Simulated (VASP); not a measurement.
## SiC (Moissanite): what each functional gives for the gap

Aim: the gap of SiC (Moissanite) on one structure at many levels of theory. The starting structure is a measured crystal structure from the Crystallography Open Database. Cell and atoms stay as given. Meshes and data sets differ where the inputs say so.

Calculated with VASP 6.6.1; Kohn-Sham DFT with plane waves and PAW; LDA, PBE, r2SCAN, TB-mBJ, HSE06, PBE0 and r2SCAN-EpsX.

### 1. Set-up

The structure is hexagonal, space group P6_3mc (No. 186). The conventional cell has a = 3.076 Å, b = 3.076 Å, c = 5.048 Å, α = 90.00°, β = 90.00°, γ = 120.00°. Nearest to Si lie 4 C at 1.87 to 1.94 Å. Nearest to C lie 4 Si at 1.87 to 1.94 Å. Farther neighbours are not listed.

### 2. Bands with LDA

LDA, the lowest rung, knows the local density alone.

Input file INCAR:

```
SYSTEM = SiC
PREC = Accurate
ENCUT = 460
EDIFF = 1E-06
NELM = 100
ISMEAR = 0
SIGMA = 0.03
LREAL = .FALSE.
ALGO = Normal
GGA = CA
NBANDS = 22
LORBIT = 11
LWAVE = .FALSE.
LCHARG = .FALSE.
KPAR = 8
LASPH = .TRUE.
```

Input file POSCAR:

```
SiC
1.0
    3.0760000000      0.0000000000      0.0000000000
   -1.5380000000      2.6638941420      0.0000000000
    0.0000000000      0.0000000000      5.0480000000
Si C
2 2
Direct
    0.6666666667      0.3333333333      0.5000000000
    0.3333333333      0.6666666667      0.0000000000
    0.6666666667      0.3333333333      0.8850000000
    0.3333333333      0.6666666667      0.3850000000
```

Input file KPOINTS:

```
Automatic mesh
0
Gamma
8 8 4
0 0 0
```

Input file KPOINTS_OPT:

```
Line mode
10
Line-mode
Reciprocal
  0.00000000   0.00000000   0.00000000 GAMMA
  0.50000000   0.00000000   0.00000000 M

  0.50000000   0.00000000   0.00000000 M
  0.33333333   0.33333333   0.00000000 K

  0.33333333   0.33333333   0.00000000 K
  0.00000000   0.00000000   0.00000000 GAMMA

  0.00000000   0.00000000   0.00000000 GAMMA
  0.00000000   0.00000000   0.50000000 A

  0.00000000   0.00000000   0.50000000 A
  0.50000000   0.00000000   0.50000000 L

  0.50000000   0.00000000   0.50000000 L
  0.33333333   0.33333333   0.50000000 H

  0.33333333   0.33333333   0.50000000 H
  0.00000000   0.00000000   0.50000000 A

  0.50000000   0.00000000   0.50000000 L
  0.50000000   0.00000000   0.00000000 M

  0.33333333   0.33333333   0.00000000 K
  0.33333333   0.33333333   0.50000000 H
```

PAW data sets: Si and C (LDA family, release 64).

Run with:

```bash
$ mpirun -np 8 vasp_std
```

Output:

```text
[banner, memory and clock lines left out]
running    8 mpi-ranks, on    1 nodes
 distrk:  each k-point on    1 cores,    8 groups
 distr:  one band on    1 cores,    1 groups

 POSCAR found type information on POSCAR SiC
 POSCAR found :  2 types and       4 ions
|                                                                             |
|           W    W    AA    RRRRR   N    N  II  N    N   GGGG   !!!           |
|           W    W   A  A   R    R  NN   N  II  NN   N  G    G  !!!           |
|           W    W  A    A  R    R  N N  N  II  N N  N  G       !!!           |
|           W WW W  AAAAAA  RRRRR   N  N N  II  N  N N  G  GGG   !            |
|           WW  WW  A    A  R   R   N   NN  II  N   NN  G    G                |
|           W    W  A    A  R    R  N    N  II  N    N   GGGG   !!!           |
|                                                                             |
|     For optimal performance we recommend to set                             |
|       NCORE = 2 up to number-of-cores-per-socket                            |
|     NCORE specifies how many cores store one orbital (NPAR=cpu/NCORE).      |
|     This setting can greatly improve the performance of VASP for DFT.       |
|     The default, NCORE=1 might be grossly inefficient on modern             |
|     multi-core architectures or massively parallel machines. Do your        |
|     Unfortunately you need to use the default for GW and RPA                |
|     calculations (for HF NCORE is supported but not extensively tested      |
|     yet).                                                                   |
|                                                                             |

 LDA part: xc-table for (Slater(with rela. corr.)+CA(PZ))
 , standard interpolation
 POSCAR, INCAR and KPOINTS ok, starting setup
 FFT: planning ... GRIDC
 FFT: planning ... GRID_SOFT
 FFT: planning ... GRID
 WAVECAR not read
 entering main loop
       N       E                     dE             d eps       ncg     rms          rms(c)
DAV:   1     0.152610661772E+02    0.15261E+02   -0.62737E+03  1320   0.591E+02
DAV:   2    -0.354994736183E+02   -0.50761E+02   -0.47976E+02  1718   0.130E+02
DAV:   3    -0.373291353521E+02   -0.18297E+01   -0.18159E+01  1666   0.206E+01
DAV:   4    -0.373387868966E+02   -0.96515E-02   -0.96502E-02  1548   0.187E+00
DAV:   5    -0.373388487931E+02   -0.61896E-04   -0.61896E-04  1656   0.140E-01    0.129E+01
DAV:   6    -0.333892787998E+02    0.39496E+01   -0.41909E+00  1514   0.119E+01    0.572E+00
DAV:   7    -0.332808169073E+02    0.10846E+00   -0.93349E-01  1672   0.470E+00    0.251E+00
DAV:   8    -0.332397874378E+02    0.41029E-01   -0.39478E-02  1530   0.101E+00    0.618E-01
DAV:   9    -0.332354470179E+02    0.43404E-02   -0.38955E-03  1696   0.383E-01    0.103E-01
DAV:  10    -0.332355027965E+02   -0.55779E-04   -0.54328E-04  1508   0.106E-01    0.642E-02
DAV:  11    -0.332355088898E+02   -0.60932E-05   -0.17221E-05  1598   0.224E-02    0.185E-02
DAV:  12    -0.332355083569E+02    0.53282E-06   -0.29674E-06  1578   0.937E-03
   1 F= -.33235508E+02 E0= -.33235508E+02  d E =-.215856E-14
 Start KPOINTS_OPT (optional k-point list driver)
k-point batch [1-30\90]
       N       E                     dE             ncg
DAV:   1     0.252214191957E+04   -0.10041E+05     1320
DAV:   2     0.112802819281E+04   -0.13941E+04     1720
DAV:   3     0.107573240803E+04   -0.52296E+02     1650
DAV:   4     0.107546340703E+04   -0.26900E+00     1514
DAV:   5     0.107546167137E+04   -0.17357E-02     1656
DAV:   6     0.107546165502E+04   -0.16342E-04     1534
DAV:   7     0.107546165487E+04   -0.15452E-06     1460
[...]
k-point batch [61-90\90]
       N       E                     dE             ncg
DAV:   1     0.240620031074E+04   -0.14645E+05     1320
DAV:   2     0.102230241802E+04   -0.13839E+04     1730
DAV:   3     0.973923551797E+03   -0.48379E+02     1664
DAV:   4     0.973684623295E+03   -0.23893E+00     1574
DAV:   5     0.973683246677E+03   -0.13766E-02     1656
DAV:   6     0.973683234961E+03   -0.11716E-04     1574
DAV:   7     0.973683234859E+03   -0.10172E-06     1410
```

Elapsed: 29 s, on 8 MPI ranks of AMD EPYC 7R43, shared host; peak memory 1.1 GiB.

The logs omit lines about the potential files and the build; timing stands in the text.

From OUTCAR (step 2):

```text
ion  position               nearest neighbor table
   1  0.667  0.333  0.500-   4 1.87   4 1.87   4 1.87   3 1.94   2 3.09   2 3.09   2 3.09   2 3.09
                             2 3.09   2 3.09
   2  0.333  0.667  0.000-   3 1.87   3 1.87   3 1.87   4 1.94   1 3.09   1 3.09   1 3.09   1 3.09
                             1 3.09   1 3.09
   3  0.667  0.333  0.885-   2 1.87   2 1.87   2 1.87   1 1.94
   4  0.333  0.667  0.385-   1 1.87   1 1.87   1 1.87   2 1.94

  LATTYP: Found a hexagonal cell.
 ALAT       =     3.0760000000
 C/A-ratio  =     1.6410923277

 Subroutine GETGRP returns: Found 12 space group operations
 (whereof  6 operations were pure point group operations)

The static configuration has the point symmetry C_3v.
 The point group associated with its full space group is C_6v.

 Found     30 irreducible k-points:

   k-points           NKPTS =     30   k-points in BZ     NKDIM =     30   number of bands    NBANDS=     22

   dimension x,y,z NGX =    24 NGY =   24 NGZ =   36
   dimension x,y,z NGXF=    48 NGYF=   48 NGZF=   72

   ENCUT  =  460.0 eV  33.81 Ry    5.81 a.u.   5.38  5.38  8.83*2*pi/ulx,y,z

   NELECT =      16.0000    total number of electrons

 k-points in reciprocal lattice and weights: Automatic mesh
   0.00000000  0.00000000  0.00000000       0.004
   0.12500000  0.00000000  0.00000000       0.023
   0.25000000  0.00000000  0.00000000       0.023
   0.37500000 -0.00000000  0.00000000       0.023
   0.50000000  0.00000000  0.00000000       0.012
   0.12500000  0.12500000  0.00000000       0.023
   0.25000000  0.12500000  0.00000000       0.047
   0.37500000  0.12500000  0.00000000       0.047
   0.25000000  0.25000000  0.00000000       0.023
[...]
0.25000000  0.25000000  0.50000000       0.023
   0.37500000  0.25000000  0.50000000       0.023

 average (electrostatic) potential at core
       1 -81.9375       2 -81.9375       3 -49.0069       4 -49.0069

 E-fermi :   8.5070

 k-point     1 :       0.0000    0.0000    0.0000
  band No.  band energies     occupation
    ...
      4       6.8078      2.00000
      5       6.8078      2.00000
      6       8.0875      2.00000
      7       8.0875      2.00000
      8       8.3596      2.00000
      9      12.9462      0.00000
     10      14.3959      0.00000
     11      14.7565      0.00000
     12      14.7565      0.00000
     13      15.8217      0.00000
    ...

 k-point     2 :       0.1250    0.0000    0.0000
  band No.  band energies     occupation
    ...
      4       5.4437      2.00000
      5       6.3789      2.00000
      6       7.1525      2.00000
      7       7.9218      2.00000
      8       8.1616      2.00000
      9      13.3186      0.00000
     10      14.5280      0.00000
     11      14.9436      0.00000
     12      15.3262      0.00000
     13      15.7782      0.00000
    ...

 k-point     3 :       0.2500    0.0000    0.0000
  band No.  band energies     occupation
    ...
      4       3.0259      2.00000
      5       5.1782      2.00000
      6       5.6102      2.00000
      7       7.4297      2.00000
      8       7.4676      2.00000
      9      12.1487      0.00000
     10      13.9907      0.00000
     11      15.3025      0.00000
     12      15.9597      0.00000
     13      16.2148      0.00000
    ...

  Total       -0.5809182     -0.5809182     -1.6870309      0.0000000      0.0000000      0.0000000
  in kB      -22.5010559    -22.5010559    -65.3447910      0.0000000      0.0000000      0.0000000
  external PRESSURE =     -36.7823010 kB  Pullay stress =       0.0000000 kB

  energy-cutoff  :      460.00
  volume of cell :       41.36
      direct lattice vectors                 reciprocal lattice vectors
     3.076000000  0.000000000  0.000000000     0.325097529  0.187695146  0.000000000
    -1.538000000  2.663894142  0.000000000     0.000000000  0.375390292  0.000000000
     0.000000000  0.000000000  5.048000000     0.000000000  0.000000000  0.198098257

 POSITION                                       TOTAL-FORCE (eV/Angst)
 -----------------------------------------------------------------------------------
      1.53800      0.88796      2.52400        -0.000000      0.000000      0.732531
     -0.00000      1.77593      0.00000         0.000000      0.000000      0.732531
      1.53800      0.88796      4.46748         0.000000     -0.000000     -0.732531
     -0.00000      1.77593      1.94348        -0.000000      0.000000     -0.732531
 -----------------------------------------------------------------------------------
    total drift:                                0.000000      0.000000      0.000148

  FREE ENERGIE OF THE ION-ELECTRON SYSTEM (eV)
  ---------------------------------------------------
  free  energy   TOTEN  =       -33.2355083569 eV

  energy  without entropy=      -33.2355083569  energy(sigma->0) =      -33.23550836

 total charge
# of ion       s       p       d       tot
------------------------------------------
    1        0.714   0.978   0.000   1.692
    2        0.714   0.978   0.000   1.692
    3        0.831   1.714   0.000   2.545
    4        0.831   1.714   0.000   2.545
--------------------------------------------------
tot          3.090   5.384   0.000   8.474

[... 3 further parts left out ...]
```

At this level the cell is under a tension of 3.7 GPa, so at these settings it is away from equilibrium.

LDA gives a least gap of 2.198 eV, and a least direct gap of 3.975 eV.

### 3. Bands with PBE

PBE, the usual starting point, adds the gradient of the density.

Edit INCAR of step 2 so:

```diff
@@ -9,3 +9,3 @@
 ALGO = Normal
-GGA = CA
+GGA = PE
 NBANDS = 22
```

POSCAR is that of step 2.

KPOINTS is that of step 2.

KPOINTS_OPT is that of step 2.

Potentials, in the order of the species: Si and C (PBE family, release 64).

Run with:

```bash
$ mpirun -np 8 vasp_std
```

Output:

```text
[banner, memory and clock lines left out]
running    8 mpi-ranks, on    1 nodes
[...]
[... a notice as in an earlier step ...]

 LDA part: xc-table for (Slater+PW92), standard interpolation
 POSCAR, INCAR and KPOINTS ok, starting setup
[...]
entering main loop
       N       E                     dE             d eps       ncg     rms          rms(c)
DAV:   1     0.187850818355E+02    0.18785E+02   -0.62710E+03  1320   0.591E+02
DAV:   2    -0.319757777517E+02   -0.50761E+02   -0.47936E+02  1724   0.130E+02
DAV:   3    -0.338022218768E+02   -0.18264E+01   -0.18126E+01  1666   0.206E+01
DAV:   4    -0.338110773332E+02   -0.88555E-02   -0.88542E-02  1554   0.177E+00
[...]
DAV:  10    -0.300705145570E+02   -0.32465E-03   -0.88530E-04  1478   0.135E-01    0.548E-02
DAV:  11    -0.300705350876E+02   -0.20531E-04   -0.42173E-05  1646   0.377E-02    0.194E-02
DAV:  12    -0.300705356264E+02   -0.53884E-06   -0.73146E-06  1612   0.136E-02
   1 F= -.30070536E+02 E0= -.30070536E+02  d E =-.790332E-21
 Start KPOINTS_OPT (optional k-point list driver)
k-point batch [1-30\90]
       N       E                     dE             ncg
DAV:   1     0.253481435083E+04   -0.10028E+05     1320
DAV:   2     0.113575037254E+04   -0.13991E+04     1726
DAV:   3     0.108369261914E+04   -0.52058E+02     1656
DAV:   4     0.108344016344E+04   -0.25246E+00     1508
DAV:   5     0.108343862932E+04   -0.15341E-02     1638
DAV:   6     0.108343861572E+04   -0.13604E-04     1550
DAV:   7     0.108343861560E+04   -0.12275E-06     1452
[...]
k-point batch [61-90\90]
       N       E                     dE             ncg
DAV:   1     0.241704263145E+04   -0.14634E+05     1320
DAV:   2     0.102937517972E+04   -0.13877E+04     1740
DAV:   3     0.981600397670E+03   -0.47775E+02     1656
DAV:   4     0.981376615658E+03   -0.22378E+00     1562
DAV:   5     0.981375412376E+03   -0.12033E-02     1660
DAV:   6     0.981375402767E+03   -0.96086E-05     1574
DAV:   7     0.981375402687E+03   -0.79583E-07     1428
```

Elapsed: 27 s, on 8 MPI ranks; peak memory 1.2 GiB.

OUTCAR, selected parts (step 3):

```text
  Total        1.3286452      1.3286452      0.0728347      0.0000000      0.0000000      0.0000000
  in kB       51.4632225     51.4632225      2.8211510      0.0000000      0.0000000      0.0000000
  external PRESSURE =      35.2491987 kB  Pullay stress =       0.0000000 kB

 POSITION                                       TOTAL-FORCE (eV/Angst)
 -----------------------------------------------------------------------------------
      1.53800      0.88796      2.52400        -0.000000      0.000000      0.751123
     -0.00000      1.77593      0.00000         0.000000      0.000000      0.751123
      1.53800      0.88796      4.46748        -0.000000      0.000000     -0.751123
     -0.00000      1.77593      1.94348         0.000000     -0.000000     -0.751123
 -----------------------------------------------------------------------------------
    total drift:                                0.000000      0.000000     -0.000768

  FREE ENERGIE OF THE ION-ELECTRON SYSTEM (eV)
  ---------------------------------------------------
  free  energy   TOTEN  =       -30.0705356264 eV

  energy  without entropy=      -30.0705356264  energy(sigma->0) =      -30.07053563

[... 2 parts as in an earlier step ...]

[... 1 further part left out ...]
[key lines of the parts left out:]
E-fermi :   8.5971
```

PBE gives a least gap of 2.322 eV, and a least direct gap of 4.075 eV. The least gap is +0.124 eV from that of LDA.

### 4. Bands with r2SCAN

r2SCAN adds the kinetic-energy density, costs more than a GGA and is run with LASPH.

Edit INCAR of step 3 so:

```diff
@@ -9,3 +9,4 @@
 ALGO = Normal
-GGA = PE
+METAGGA = R2SCAN
+LASPH = .TRUE.
 NBANDS = 22
@@ -15,2 +16 @@
 KPAR = 8
-LASPH = .TRUE.
```

POSCAR is that of step 3.

KPOINTS is that of step 3.

KPOINTS_OPT is that of step 3.

Run with:

```bash
$ mpirun -np 8 vasp_std
```

Output:

```text
[banner, memory and clock lines left out]
running    8 mpi-ranks, on    1 nodes
[...]
[... a notice as in an earlier step ...]

|                                                                             |
|               ----> ADVICE to this user running VASP <----                  |
|                                                                             |
|     You enforced a specific xc type in the INCAR file but a different       |
|     [... a line on the potential file left out ...]
|     I HOPE YOU KNOW WHAT YOU ARE DOING!                                     |
|                                                                             |

 LDA part: xc-table for (None), standard interpolation
 POSCAR, INCAR and KPOINTS ok, starting setup
[...]
entering main loop
       N       E                     dE             d eps       ncg     rms          rms(c)
DAV:   1     0.937972445288E+01    0.93797E+01   -0.64758E+03  1320   0.611E+02
DAV:   2    -0.427778174424E+02   -0.52158E+02   -0.49247E+02  1708   0.134E+02
[...]
DAV:  10    -0.386053308304E+02   -0.25061E-03   -0.37614E-04  1528   0.983E-02    0.368E-02
DAV:  11    -0.386053332274E+02   -0.23970E-05   -0.17623E-05  1644   0.311E-02    0.673E-03
DAV:  12    -0.386053327896E+02    0.43781E-06   -0.33173E-06  1560   0.941E-03
   1 F= -.38605333E+02 E0= -.38605333E+02  d E =-.846855E-13
 Start KPOINTS_OPT (optional k-point list driver)
k-point batch [1-30\90]
       N       E                     dE             ncg
DAV:   1     0.240642767315E+04   -0.10157E+05     1320
DAV:   2     0.941640115778E+03   -0.14648E+04     1718
DAV:   3     0.888587479906E+03   -0.53053E+02     1656
DAV:   4     0.888339716932E+03   -0.24776E+00     1494
DAV:   5     0.888338261054E+03   -0.14559E-02     1638
DAV:   6     0.888338248543E+03   -0.12512E-04     1540
DAV:   7     0.888338248431E+03   -0.11145E-06     1446
[...]
k-point batch [61-90\90]
       N       E                     dE             ncg
DAV:   1     0.228226421116E+04   -0.14769E+05     1320
DAV:   2     0.830061639706E+03   -0.14522E+04     1726
DAV:   3     0.781090951305E+03   -0.48971E+02     1650
DAV:   4     0.780868175434E+03   -0.22278E+00     1582
DAV:   5     0.780866997468E+03   -0.11780E-02     1664
DAV:   6     0.780866988287E+03   -0.91811E-05     1572
DAV:   7     0.780866988214E+03   -0.73050E-07     1418
```

The job ended after 91 s (8 MPI ranks; peak memory 1.2 GiB; 12 min of CPU time).

From OUTCAR (step 4):

```text
  Total        0.3414258      0.3414258     -0.7177614      0.0000000      0.0000000      0.0000000
  in kB       13.2246516     13.2246516    -27.8014894      0.0000000      0.0000000      0.0000000
  external PRESSURE =      -0.4507287 kB  Pullay stress =       0.0000000 kB

 POSITION                                       TOTAL-FORCE (eV/Angst)
 -----------------------------------------------------------------------------------
      1.53800      0.88796      2.52400         0.000000      0.000000      0.769865
     -0.00000      1.77593      0.00000        -0.000000     -0.000000      0.769865
      1.53800      0.88796      4.46748         0.000000     -0.000000     -0.769865
     -0.00000      1.77593      1.94348        -0.000000     -0.000000     -0.769865
 -----------------------------------------------------------------------------------
    total drift:                               -0.000000      0.000000      0.001293

  FREE ENERGIE OF THE ION-ELECTRON SYSTEM (eV)
  ---------------------------------------------------
  free  energy   TOTEN  =       -38.6053327896 eV

  energy  without entropy=      -38.6053327896  energy(sigma->0) =      -38.60533279

[... 2 parts as in an earlier step ...]

[... 1 further part left out ...]
[key lines of the parts left out:]
E-fermi :   8.4409
```

r2SCAN gives a least gap of 2.700 eV, and a least direct gap of 4.591 eV. The least gap is +0.502 eV from that of LDA.

[end of part 1 of 2]

[Lines on the potential files, build, host, timing and source positions are cut from VASP's logs without a mark.]

[Logs are printed without paths, hosts, clocks, repeated set-up lines and the standing remarks that a program may print on its own settings, such as how far it seeks lower states.]

[Hosts, paths, dates, database ids (printed as entryN), source tags and the programs' standing remarks are cut or masked in the printed files.]
